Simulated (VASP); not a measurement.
Here is the system:

```yaml
crystal:
  lattice:
    - [0.00000, 3.22060, 3.22060]
    - [3.22060, 0.00000, 3.22060]
    - [3.22060, 3.22060, 0.00000]
  atoms:
    - { symbol: Pb, position: [0.00000, 0.00000, 0.00000] }
    - { symbol: Te, position: [0.50000, 0.50000, 0.50000] }
```

Calculation: PBEsol GGA, VASP's PBE PAW potentials (set 64) (plane waves; VASP). Numerical set-up: 400 eV cut-off, 16×16×16 Γ-centred mesh, Gaussian smearing of 0.010 eV, potentials Pb_d Te.

**Question.** The job: TePb (space group Fm-3m), 2 atoms, PBEsol, optics run with many empty bands, 400 eV, 16×16×16 Γ-centred mesh. Roughly how much core time does it take on a busy server core?

**Answer.** About 6 core-minutes (one run on a shared machine, a rough figure). It had 145 irreducible k-points, 42 bands, up to 1243 plane waves and 12 electronic steps.

The structure comes from a measured TePb entry (Fm-3m) of the Crystallography Open Database, whose conditions weren't checked. It was relaxed first.
